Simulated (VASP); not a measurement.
Output of a VASP run:

OSZICAR:
```
       N       E                     dE             d eps       ncg     rms          rms(c)
DAV:   1     0.935726998312E+01    0.93573E+01   -0.31678E+03   464   0.759E+02
DAV:   2    -0.818959188198E+01   -0.17547E+02   -0.16464E+02   712   0.825E+01
DAV:   3    -0.848614437262E+01   -0.29655E+00   -0.29655E+00   592   0.128E+01
DAV:   4    -0.848778203503E+01   -0.16377E-02   -0.16377E-02   728   0.987E-01
DAV:   5    -0.848778962228E+01   -0.75872E-05   -0.75871E-05   624   0.382E-02    0.412E+00
DAV:   6    -0.838558083037E+01    0.10221E+00   -0.10725E-01   552   0.182E+00    0.260E+00
DAV:   7    -0.833880902615E+01    0.46772E-01   -0.23611E-01   560   0.266E+00    0.298E-01
DAV:   8    -0.833931345939E+01   -0.50443E-03   -0.70235E-03   592   0.584E-01    0.796E-02
DAV:   9    -0.833923233324E+01    0.81126E-04   -0.49408E-04   616   0.141E-01    0.447E-02
DAV:  10    -0.833925055682E+01   -0.18224E-04   -0.36075E-05   616   0.563E-02    0.276E-02
DAV:  11    -0.833925019629E+01    0.36053E-06   -0.60031E-07   616   0.775E-03
   1 F= -.83392502E+01 E0= -.83392502E+01  d E =-.833925E+01
       N       E                     dE             d eps       ncg     rms          rms(c)
DAV:   1    -0.834896725877E+01   -0.97167E-02   -0.26593E-01   560   0.292E+00    0.450E-01
DAV:   2    -0.834438481801E+01    0.45824E-02   -0.43396E-03   568   0.451E-01    0.278E-01
DAV:   3    -0.834208057530E+01    0.23042E-02   -0.55006E-03   560   0.369E-01    0.692E-02
DAV:   4    -0.834208004067E+01    0.53463E-06   -0.60616E-05   624   0.684E-02    0.562E-02
DAV:   5    -0.834207105786E+01    0.89828E-05   -0.89323E-06   608   0.265E-02    0.440E-03
DAV:   6    -0.834207129605E+01   -0.23819E-06   -0.86267E-08   336   0.292E-03
   2 F= -.83420713E+01 E0= -.83420713E+01  d E =-.282110E-02
       N       E                     dE             d eps       ncg     rms          rms(c)
DAV:   1    -0.834539850301E+01   -0.33274E-02   -0.43961E-02   560   0.120E+00    0.184E-01
DAV:   2    -0.834464648136E+01    0.75202E-03   -0.71341E-04   568   0.182E-01    0.112E-01
DAV:   3    -0.834427877215E+01    0.36771E-03   -0.89302E-04   560   0.149E-01    0.290E-02
DAV:   4    -0.834427972657E+01   -0.95442E-06   -0.97968E-06   592   0.277E-02
   3 F= -.83442797E+01 E0= -.83442797E+01  d E =-.502953E-02
```

### OUTCAR
```
------------------------ aborting loop because EDIFF is reached ----------------------------------------
  FORCE on cell =-STRESS in cart. coord.  units (eV):
  Direction    XX          YY          ZZ          XY          YZ          ZX
  --------------------------------------------------------------------------------------
  Total        0.0005489      0.0005489      0.0005489     -0.0000000      0.0000000     -0.0000000
  in kB        0.0215062      0.0215062      0.0215062     -0.0000000      0.0000000     -0.0000000
  external PRESSURE =       0.0215062 kB  Pullay stress =       0.0000000 kB
  volume of cell :       40.89
      direct lattice vectors                 reciprocal lattice vectors
     0.000000000  2.734495055  2.734495055    -0.182849115  0.182849115  0.182849115
     2.734495055  0.000000000  2.734495055     0.182849115 -0.182849115  0.182849115
     2.734495055  2.734495055 -0.000000000     0.182849115  0.182849115 -0.182849115
 POSITION                                       TOTAL-FORCE (eV/Angst)
 -----------------------------------------------------------------------------------
      0.00000      0.00000      0.00000         0.000000      0.000000      0.000000
      1.36725      1.36725      1.36725        -0.000000     -0.000000     -0.000000
 -----------------------------------------------------------------------------------
    total drift:                               -0.000000     -0.000000     -0.000000
  FREE ENERGIE OF THE ION-ELECTRON SYSTEM (eV)
  ---------------------------------------------------
  free  energy   TOTEN  =        -8.3442797266 eV

  energy  without entropy=       -8.3442797266  energy(sigma->0) =       -8.34427973

 reached required accuracy - stopping structural energy minimisation
```
(Selected blocks of OUTCAR.)

**POSCAR**
```
Si
1
    0.0000000000     2.7155000000     2.7155000000
    2.7155000000     0.0000000000     2.7155000000
    2.7155000000     2.7155000000     0.0000000000
Si
2
Direct
  0.0000000000   0.0000000000   0.0000000000
  0.2500000000   0.2500000000   0.2500000000
```

Question: Write an INCAR and KPOINTS that could have produced this output.

Answer: One answer among several that fit: the input of the run itself, optB88-vdW, plane waves, VASP's PBE PAW potentials (set 64).

**KPOINTS**
```
K-points
0
gamma
 8 8 8
0 0 0
```

**INCAR**
```
SYSTEM = Si
PREC = Accurate; ENCUT = 520; LREAL = .FALSE.
LASPH = .TRUE.
EDIFF = 1E-6; NELM = 100; ALGO = Normal
ISMEAR = 0; SIGMA = 0.05
GGA = BO; LUSE_VDW = .TRUE.; AGGAC = 0.0
PARAM1 = 0.1833333333; PARAM2 = 0.22
IBRION = 2; NSW = 60; ISIF = 3
EDIFFG = -0.01
LWAVE = .FALSE.; LCHARG = .FALSE.
```

POTCAR, in this order: Si (PBE.64 set). Program: vasp_std.

Energy and stress use the plane-wave basis of the starting cell.

The compound is Si in the diamond structure. This run relaxes it. Symmetry was kept, so distortions that lower it aren't found.
